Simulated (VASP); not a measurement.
Method: PBEsol GGA, VASP's PBE PAW potentials (set 64) (plane waves; VASP 6.6.1).

Input for VASP

**KPOINTS**
```
k-points along high-symmetry lines
10
Line-mode
Reciprocal
  0.000000   0.000000   0.000000 ! GAMMA
  0.000000   0.500000   0.000000 ! M

  0.000000   0.500000   0.000000 ! M
 -0.333333   0.666667   0.000000 ! K

 -0.333333   0.666667   0.000000 ! K
  0.000000   0.000000   0.000000 ! GAMMA

  0.000000   0.000000   0.000000 ! GAMMA
  0.000000   0.000000   0.500000 ! A

  0.000000   0.000000   0.500000 ! A
  0.000000   0.500000   0.500000 ! L

  0.000000   0.500000   0.500000 ! L
 -0.333333   0.666667   0.500000 ! H

 -0.333333   0.666667   0.500000 ! H
  0.000000   0.000000   0.500000 ! A

  0.000000   0.500000   0.500000 ! L
  0.000000   0.500000   0.000000 ! M

 -0.333333   0.666667   0.500000 ! H
 -0.333333   0.666667   0.000000 ! K
```

POSCAR:
```
MoS2
1
    1.5693247587    -2.7181499453    -0.0000000000
    1.5693247587     2.7181499453    -0.0000000000
   -0.0000000000     0.0000000000    12.3973956137
Mo S
2 4
Direct
  0.3333330000   0.6666670000   0.2500000000
  0.6666670000   0.3333330000   0.7500000000
  0.3333330000   0.6666670000   0.8758068873
  0.6666670000   0.3333330000   0.3758068873
  0.6666670000   0.3333330000   0.1241931127
  0.3333330000   0.6666670000   0.6241931127
```

**INCAR**
```
LREAL = .FALSE.
LMAXMIX = 4   # l cut-off of mixed one-centre charges
SIGMA = 0.05   # width (eV)
GGA = PS   # PBEsol
LASPH = .TRUE.   # aspherical one-centre terms
PREC = Accurate
SYSTEM = MoS2
ISMEAR = 0   # Gaussian
LCHARG = .FALSE.
ICHARG = 11
ENCUT = 400
ALGO = Normal
LWAVE = .FALSE.
NELM = 100
LORBIT = 11
EDIFF = 1E-7   # SCF stop (eV)
```

POTCAR, in this order: Mo_sv S (PBE.64 set). Program: vasp_std. Read from the step before: CHGCAR.

The run wrote:

OSZICAR:
```
       N       E                     dE             d eps       ncg     rms          rms(c)
DAV:   1     0.381750878611E+03    0.38175E+03   -0.26608E+04  6452   0.130E+03
DAV:   2    -0.250412737610E+02   -0.40679E+03   -0.39674E+03  6954   0.361E+02
DAV:   3    -0.453527666098E+02   -0.20311E+02   -0.20051E+02  7161   0.695E+01
DAV:   4    -0.458249069086E+02   -0.47214E+00   -0.47087E+00  6942   0.106E+01
DAV:   5    -0.458391752532E+02   -0.14268E-01   -0.14262E-01  7467   0.159E+00
DAV:   6    -0.458394931287E+02   -0.31788E-03   -0.31778E-03  7055   0.226E-01
DAV:   7    -0.458395048729E+02   -0.11744E-04   -0.11742E-04  7616   0.343E-02
DAV:   8    -0.458395051954E+02   -0.32250E-06   -0.32244E-06  6683   0.523E-03
DAV:   9    -0.458395052089E+02   -0.13546E-07   -0.13568E-07  4917   0.936E-04
   1 F= -.45839505E+02 E0= -.45839505E+02  d E =-.580637E-20
```

File OUTCAR:
```
 val. band max:        7.5228106193   @ k =   0.0000   0.0000   0.0000

 cond. band min:       8.4293277575   @ k =  -0.1852   0.3704   0.0000



 k-point     1 :       0.0000    0.0000    0.0000
  band No.  band energies     occupation
      1     -53.8059      2.00000
      2     -53.8059      2.00000
      3     -28.0225      2.00000
      4     -28.0221      2.00000
      5     -27.7564      2.00000
      6     -27.7563      2.00000
      7     -27.7561      2.00000
      8     -27.7561      2.00000
      9      -7.4913      2.00000
     10      -7.2385      2.00000
     11      -6.2256      2.00000
     12      -5.8024      2.00000
     13       0.5588      2.00000
     14       1.5454      2.00000
     15       4.0022      2.00000
     16       4.2637      2.00000
     17       4.2637      2.00000
     18       4.2745      2.00000
     19       4.2746      2.00000
     20       5.4066      2.00000
     21       5.4067      2.00000
     22       5.4468      2.00000
     23       5.4468      2.00000
     24       6.2726      2.00000
     25       6.3164      2.00000
     26       7.5228      2.00000
     27       9.7625      0.00000
     28       9.7682      0.00000
     29       9.7870      0.00000
     30       9.7944      0.00000
     31       9.9639      0.00000

 k-point     2 :       0.0000    0.0556    0.0000
  band No.  band energies     occupation
      1     -53.8045      2.00000
      2     -53.8045      2.00000
      3     -28.0198      2.00000
      4     -28.0194      2.00000
      5     -27.7699      2.00000
      6     -27.7699      2.00000
      7     -27.7594      2.00000
      8     -27.7592      2.00000
      9      -7.4417      2.00000
     10      -7.1895      2.00000
     11      -6.2023      2.00000
     12      -5.7848      2.00000
     13       0.6156      2.00000
     14       1.6012      2.00000
     15       3.9020      2.00000
     16       4.1505      2.00000
     17       4.1643      2.00000
     18       4.3141      2.00000
...
```

The density is held fixed in this step, so its total energy and stress have no physical meaning. Without a dispersion term in the relaxation, distances and binding between the weakly bound layers, chains or molecules are unreliable, and so is what depends on them.

The compound is MoS2 in the 2H layered structure. It was relaxed first.
